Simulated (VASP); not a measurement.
VASP runs on YbSe (a trial cell in the litharge structure, space group P4/nmm) share one base input (PBE GGA, plane waves, VASP's PBE PAW potentials (set 64)) and change the settings named in each case.

**KPOINTS**
```
Automatic mesh
0
gamma
  4 4 4
0 0 0
```

**POSCAR**
```
YbSe
1
    4.7230640000     0.0000000000     0.0000000000
    0.0000000000     4.7230640000     0.0000000000
    0.0000000000     0.0000000000     5.9514540000
Yb Se
2 2
Direct
  0.5000000000   0.0000000000   0.2368000000
  0.0000000000   0.5000000000   0.7632000000
  0.0000000000   0.0000000000   0.0000000000
  0.5000000000   0.5000000000   0.0000000000
```

### INCAR
```
SYSTEM = YbSe
PREC = Accurate
ENCUT = 400
EDIFF = 1E-6
NELM = 100
ALGO = Normal
LREAL = .FALSE.
LASPH = .TRUE.
ISMEAR = 0
SIGMA = 0.05
GGA = PE
LMAXMIX = 6
LWAVE = .FALSE.
LCHARG = .FALSE.
ISIF = 2
```

POTCAR, in this order: Yb_2 Se (PBE.64 set). Program: vasp_std.

```csv
change,E(σ→0) (eV/atom),pressure (GPa),plane waves
base run,-3.5691,4.92,2440
ENCUT = 200,-3.5631,4.40,862
ENCUT = 450,-3.5692,4.93,2904
ENCUT = 500,-3.5692,4.94,3394
ENCUT = 600,-3.5692,4.94,4472
ENCUT = 650,-3.5692,4.94,5021
ENCUT = 800,-3.5693,4.94,6852
```
 The 4f electrons are frozen in the core of the lanthanide potential, so 4f levels, which can set the real gap, and their magnetism are missing.

Left out are runs that ran out of time, are held back, or changed the cell or the kind of run, fixed moments of cells without a moment, rows past the twelfth, gaps on odd meshes, pressures of charged cells and columns that move by less than the noise.

The structure was generated: YbSe was put into the litharge type (P4/nmm), which need not be its known phase. The cell was not relaxed at this level, forces remain on its atoms.
